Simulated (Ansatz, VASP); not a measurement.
## One calculation of H3SI, two programs

File INCAR:

```
  PREC = Accurate
  ENCUT = 520
  EDIFF = 1E-6
  ISMEAR = 0
  SIGMA = 0.0128
  LREAL = False
  LASPH = True
  NELM = 100
  ALGO = Fast
  ISIF = 2
  LWAVE = False
  LCHARG = True
  GGA = PE
  LELF = True
  LVHAR = True
  NBANDS = 16
```

File KPOINTS:

```
Automatic mesh
0
Gamma
  6 6 6
```

Contents of POSCAR:

```
H3SI
1.0
    4.2709750000      0.0000000000      0.0000000000
    0.0000000000      4.2709750000      0.0000000000
    0.0000000000      0.0000000000      4.2709750000
H I S
3 1 1
Direct
    0.5150000000      0.3990000000      0.0160000000
    0.0160000000      0.5150000000      0.3990000000
    0.3990000000      0.0160000000      0.5150000000
    0.0000000000      0.0000000000      0.0000000000
    0.5360000000      0.5360000000      0.5360000000
```

Input for Ansatz:

```yaml
crystal:
  lattice:
    - [4.270975, 0.0, 0.0]
    - [0.0, 4.270975, 0.0]
    - [0.0, 0.0, 4.270975]
  atoms:
    - { symbol: H, position: [0.515, 0.399, 0.016] }
    - { symbol: H, position: [0.016, 0.515, 0.399] }
    - { symbol: H, position: [0.399, 0.016, 0.515] }
    - { symbol: I, position: [0.0, 0.0, 0.0] }
    - { symbol: S, position: [0.536, 0.536, 0.536] }
  symmetry: { tolerance: 0.0003 }
kpoints:
  mp_grid: { grid: [6, 6, 6], shift: [0, 0, 0] }
  band_path:
    path:
      - [0.5, -0.5, 0.5]
      - [0.5, 0.0, 0.0]
      - [0.0, 0.0, 0.0]
      - [0.5, -0.5, 0.0]
    npoints: 17
magnetization:
  spin_polarized: false
scf:
  occupations: { method: gaussian, width: 0.0128 }
  lower_state_search: "off"
  max_iter: 200
hamiltonian:
  pseudopotentials: { kind: paw }
  xc: pbe
basis:
  ecutwfc: 420
  fft_grid_basis: typed
output:
  forces: true
  stress: true
  eigenvalues: true
  bader: true
  populations: true
  elf: true
  write_potential: true
  volumetric_format: npy
  dos:
    e_range: [-12, 8]
    de: 0.05
    projected: { site_lists: { H: [H], I: [I], S: [S] } }
checkpoint:
  read: saved_state
```

Alike in both runs: task single point; functional PBE; k mesh 6 × 6 × 6; occupations gaussian, width 0.0128 eV; no spin polarisation.

```csv
,VASP,Ansatz
version,VASP 6.6.1,Ansatz 0.2.0
potentials or method,"VASP PAW PBE potentials, release 64 (H, I, S)",PAW plane waves
plane-wave cutoff (eV),520,420
valence electrons in the cell,16,26
```

|  | VASP | Ansatz | Ansatz less VASP |
| --- | --- | --- | --- |
| pressure (GPa) | -9.8 | -9.7 | +0.08 |
| largest component of the traceless stress (GPa) | 1.22 | 1.22 | 0.000 |
| rms of the force components (eV/Å) | 0.367 | 0.367 | -0.0001 |

Atom by atom the forces differ by 0.000 eV/Å (rms over components). The two sets of potentials don't hold the same shells in valence.

Spin-orbit coupling is left out, which matters for the levels of I.
